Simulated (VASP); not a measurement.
Given:

```yaml
crystal:
  lattice:
    - [0.00000, 2.77000, 2.77000]
    - [2.77000, 0.00000, 2.77000]
    - [2.77000, 2.77000, 0.00000]
  atoms:
    - { symbol: Ba, position: [0.00000, 0.00000, 0.00000] }
    - { symbol: O, position: [0.50000, 0.50000, 0.50000] }
```

Method: PBE GGA, VASP's PBE PAW potentials (set 64) (plane waves; VASP). Run with 350 eV cut-off, 8×8×8 Γ-centred mesh, Gaussian smearing of 0.050 eV, potentials Ba_sv O.

At this cut-off the stress carries a Pulay error, which pulls relaxed volumes low. Unless said otherwise, spin-orbit coupling is left out, though it shifts the bands of the heavy elements here.

Problem. Estimate the energy per atom (σ→0), pressure, band gap (on the k-mesh) with the smallest direct gap where there is one.

Solution. 
* **band gap (on the k-mesh)**: 2.01 eV
* **smallest direct gap (on the k-mesh)**: 2.01 eV
* **energy per atom (σ→0)**: -5.917 eV/atom
* **pressure**: -4.16 GPa

Only differences to runs with the same potentials and settings are physical.

The compound is BaO in the rock salt structure. The cell was not relaxed at this level. The run is one of a series of settings (ENCUT = 350 against the base run), some of them coarse on purpose.
